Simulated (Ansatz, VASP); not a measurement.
# HfN in two plane-wave programs, part 2 of 2

Aim: how closely do two programs agree when they are given the same cell, functional and k mesh? The cell is taken from a series of runs on this material, whose earlier steps may have relaxed, scaled, displaced or heated it; both programs get it as it stands.

VASP 6.6.1 and Ansatz 0.2.0.

So far: Set-up; VASP: zone-centre phonons, LDA, pair 1; Ansatz: zone-centre phonons, LDA, pair 1; Side by side.

### Step 5. Ansatz: zone-centre phonons, LDA, pair 2

Level of this step: Ansatz beside VASP: Kohn-Sham DFT, plane waves, LDA (Ansatz).

Second derivatives magnify differences that forces hide, and they need a tight electronic threshold. The cell compared in this pair holds 21.41 Å³, against 20.96 Å³ for the pair before.

The cell is taken from a series of runs on this material, whose earlier steps may have relaxed, scaled, displaced or heated it; both programs get it as it stands.

Input file input.yaml:

```yaml
crystal:
  lattice:
    - [0.0, 2.2038754341, 2.2038754341]
    - [2.2038754341, 0.0, 2.2038754341]
    - [2.2038754341, 2.2038754341, 0.0]
  atoms:
    - { symbol: "N", position: [0.5, 0.5, 0.5] }
    - { symbol: Hf, position: [0.0, 0.0, 0.0] }
kpoints:
  mp_grid: { grid: [16, 16, 16] }
hamiltonian:
  xc: lda
  pseudopotentials: { kind: paw, azcp: { folder: soft_1 }, xc_functional: pbe }
scf:
  occupations: { method: methfessel_paxton, width: 0.2 }
output:
  eigenvalues: true
phonons:
  method: dfpt
```

On the command line:

```bash
$ ansatz run input.yaml --threads 4 --pin off --max-ram 10240MiB --backend cpu --events-out ev --progress --plain --runs-dir out
```

Numbers of over 12 decimals in the logs are rounded to 6 here.

What it wrote:

```text
[...]
Crystal: 2 atoms, lattice volume = 21.409 Å³
Basis set: ecut = 420 eV, 411 PW (Γ), exchange–correlation on 48×48×48 points (8 copies of the dense FFT grid, shifted against one another)
Bands: 20, of which v1, the nominal top of the filled ones, is band 16 counted from 1 (15 counted from 0)
Symmetry: 48 space group operations
k-points: 349 of 4096 (irreducible under 8 space group operations, time reversal used)
[...]
k-point 2: bands = [... 12 lower, 19.2000, 19.6678, 19.6678, 23.4606, 23.5871, 23.5871, 26.8085, 26.8085]
  k-point 348: bands = [... 12 lower, 17.1125, 17.9846, 17.9846, 24.7348, 24.7348, 29.5684, 29.8131, 30.2895]
[...]
ASR residual: 1.441e-5 → 0.000e0 eV/Å²; symmetrization residual: 1.302e-6 eV/Å²
  ASR residual per site (eV/Å²): 1.19e-5 1.44e-5
  Γ frequencies (cm⁻¹): 0.00 0.00 0.00 554.52 554.52 554.52
[...]
[key lines of the parts left out:]
SCF converged after 11 iterations
Free energy (F): -15855.241644 eV
Fermi energy:    23.512192 eV
```

### Step 6. VASP: zone-centre phonons, LDA, pair 2

The same cell, functional (in two slightly different forms), mesh and smearing now go to VASP, with its own data sets.

Input file INCAR:

```
SYSTEM = HfN
PREC = Accurate
ENCUT = 600
EDIFF = 1E-08
NELM = 120
ISMEAR = 1
SIGMA = 0.2
LREAL = .FALSE.
ALGO = Normal
GGA = PW92
NBANDS = 13
LASPH = .TRUE.
LORBIT = 11
LWAVE = .FALSE.
LCHARG = .FALSE.
ISIF = 2
IBRION = 8
GGA_COMPAT = .FALSE.
KPAR = 2
```

Input file POSCAR:

```
HfN
1.0
    0.0000000000      2.2038754341      2.2038754341
    2.2038754341      0.0000000000      2.2038754341
    2.2038754341      2.2038754341      0.0000000000
N Hf
1 1
Direct
    0.5000000000      0.5000000000      0.5000000000
    0.0000000000      0.0000000000      0.0000000000
```

Input file KPOINTS:

```
Automatic mesh
0
Gamma
16 16 16
0 0 0
```

Potentials, in the order of the species: N and Hf_pv (LDA family, release 64).

On the command line:

```bash
$ mpirun -np 2 vasp_std
```

What it wrote:

```text
[banner, memory and clock lines left out]
running    2 mpi-ranks, on    1 nodes
[...]
[... a notice as in an earlier step ...]

 LDA part: xc-table for (Slater(with rela. corr.)+PW92), standard interpolation
 POSCAR, INCAR and KPOINTS ok, starting setup
[...]
entering main loop
       N       E                     dE             d eps       ncg     rms          rms(c)
DAV:   1     0.401387826153E+02    0.40139E+02   -0.86527E+03  3770   0.122E+03
DAV:   2    -0.248132747908E+02   -0.64952E+02   -0.61002E+02  4809   0.254E+02
DAV:   3    -0.268428556582E+02   -0.20296E+01   -0.20146E+01  4611   0.355E+01
DAV:   4    -0.268519296923E+02   -0.90740E-02   -0.90712E-02  4080   0.267E+00
[...]
DAV:  12    -0.238475779824E+02   -0.14901E-06   -0.66401E-06  4690   0.236E-02    0.306E-03
DAV:  13    -0.238475779575E+02    0.24956E-07   -0.80948E-08  4440   0.279E-03    0.604E-03
DAV:  14    -0.238475779571E+02    0.41609E-09   -0.97280E-09  2666   0.935E-04
   1 F= -.23847578E+02 E0= -.23847468E+02  d E =-.330924E-03
[...]
RMM:  11    -0.230923696316E+00    0.28240E-07   -0.77385E-09 16303   0.680E-06    0.199E-05
RMM:  12    -0.230923708408E+00   -0.12092E-07   -0.67130E-09 13982   0.289E-06    0.578E-06
RMM:  13    -0.230923708273E+00    0.13453E-09   -0.16325E-09  9368   0.195E-06    0.560E-07
 first order change of Fermi-energy   0.38509E-04
 force on displaced ion       1 direction 1 : -14.883   0.000   0.000
 Linear response progress:
  Degree of freedom:   2/  2
       N       E                     dE             d eps       ncg     rms          rms(c)
RMM:   1    -0.205106608730E+00   -0.20511E+00    0.35081E+00 10588   0.113E+01
RMM:   2    -0.201026885562E+00    0.40797E-02   -0.25768E-02 13866   0.116E+00    0.692E-01
RMM:   3    -0.200531326310E+00    0.49556E-03   -0.62693E-04 16545   0.129E-01    0.368E-01
RMM:   4    -0.200050136360E+00    0.48119E-03   -0.74382E-05 18133   0.552E-02    0.152E-01
[...]
RMM:  13    -0.199827341513E+00   -0.87022E-08   -0.26584E-07 14779   0.875E-06    0.658E-06
RMM:  14    -0.199827342364E+00   -0.85118E-09   -0.13967E-07 13437   0.552E-06    0.793E-06
RMM:  15    -0.199827345647E+00   -0.32829E-08   -0.78060E-08 12499   0.385E-06    0.525E-06
 first order change of Fermi-energy   0.11681E-03
 force on displaced ion       2 direction 1 : -14.883   0.000   0.000
 Linear response finished
```

From OUTCAR (step 6):

```text
  Total        1.5834340      1.5834340      1.5834340     -0.0000000      0.0000000     -0.0000000
  in kB      118.5002921    118.5002921    118.5002921     -0.0000000      0.0000000     -0.0000000
  external PRESSURE =     118.5002921 kB  Pullay stress =       0.0000000 kB

 POSITION                                       TOTAL-FORCE (eV/Angst)
 -----------------------------------------------------------------------------------
      2.20388      2.20388      2.20388         0.000000      0.000000     -0.000000
      0.00000      0.00000      0.00000         0.000000     -0.000000      0.000000
 -----------------------------------------------------------------------------------
    total drift:                                0.000000      0.000000      0.000000

[... 1 part as in an earlier step ...]

[... 1 further part left out ...]
```

### Step 7. Comparison

What differs besides the data sets and the points named for the pairs above, as far as they apply: the data sets hold 31 valence electrons in Ansatz (on its PAW soft_1 files) and 15 in VASP. Total energies have different zeros and are not compared.

The two programs side by side:

```
                  quantity  Ansatz   VASP  difference
optical mode 1 to 3 (cm⁻¹)   554.5  558.3     -0.68 %
```

Modes are paired by rising frequency, not by their patterns, so a pair may set unlike modes beside each other; they are those without the splitting of longitudinal modes.

### Step 8. Summary of results

| Property | Result |
| --- | --- |
| r.m.s. difference of the optical zone-centre modes, each program's sorted by frequency (zone-centre phonons, LDA, pair 1) | 4.6 cm⁻¹ |
| difference in optical mode 1 to 3 (zone-centre phonons, LDA, pair 1) | -0.8 % |
| r.m.s. difference of the optical zone-centre modes, each program's sorted by frequency (zone-centre phonons, LDA, pair 2) | 3.8 cm⁻¹ |
| difference in optical mode 1 to 3 (zone-centre phonons, LDA, pair 2) | -0.7 % |

What this shows: The r.m.s. difference of the optical zone-centre modes, each program's sorted by frequency is 4.6 cm⁻¹ (zone-centre phonons, LDA, pair 1). The data sets hold unlike numbers of valence electrons (31 in Ansatz and 15 in VASP), so part of the differences comes from the potentials. Among the rows given in per cent, the largest difference of the zone-centre phonons, LDA, pair 1 pair is in optical mode 1 to 3, -0.8 %. Among the rows given in per cent, the largest difference of the zone-centre phonons, LDA, pair 2 pair is in optical mode 1 to 3, -0.7 %. Such differences can come from data sets, numerical settings and the points named under the comparisons, not from the functional's error against experiment.

[Lines on the potential files, build, host, timing and source positions are cut from VASP's logs without a mark.]

[Logs are printed without paths, hosts, clocks, repeated set-up lines and the standing remarks that a program may print on its own settings, such as how far it seeks lower states.]

[Hosts, paths, dates, database ids (printed as entryN), source tags and the programs' standing remarks are cut or masked in the printed files.]
